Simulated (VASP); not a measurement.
## CoSi (B20): computed properties

All values below come from PBEsol GGA, VASP's PBE PAW potentials (set 64) (plane waves; VASP).

```json
{
 "space_group": "P2_13 (198)",
 "cell": "a = 4.3848 Å, b = 4.3848 Å, c = 4.3848 Å, α = 90.00°, β = 90.00°, γ = 90.00°",
 "volume_per_atom": "10.54 Å³/atom",
 "band gap (over mesh and band path)": "none (metal, semimetal or under 0.01 eV)",
 "density": "6.86 g/cm³"
}
```

```
CELL_PARAMETERS angstrom
      4.38481     0.00000     0.00000
      0.00000     4.38481     0.00000
      0.00000     0.00000     4.38481
ATOMIC_POSITIONS crystal
  Co 0.85446 0.64554 0.35446
  Co 0.35446 0.85446 0.64554
  Co 0.14554 0.14554 0.14554
  Co 0.64554 0.35446 0.85446
  Si 0.15668 0.34332 0.65668
  Si 0.65668 0.15668 0.34332
  Si 0.84332 0.84332 0.84332
  Si 0.34332 0.65668 0.15668
```

Measured: a 4.444 Å (computed value off by -1.3 %), as given by Wikipedia, Cobalt monosilicide. The calculation is for a static lattice, while the measured a holds thermal and zero-point effects, which are part of the difference.

The compound is CoSi in the B20 structure. It was relaxed first. Symmetry was kept, so distortions that lower it aren't found. The run is not spin-polarised, so no magnetic state was tried.
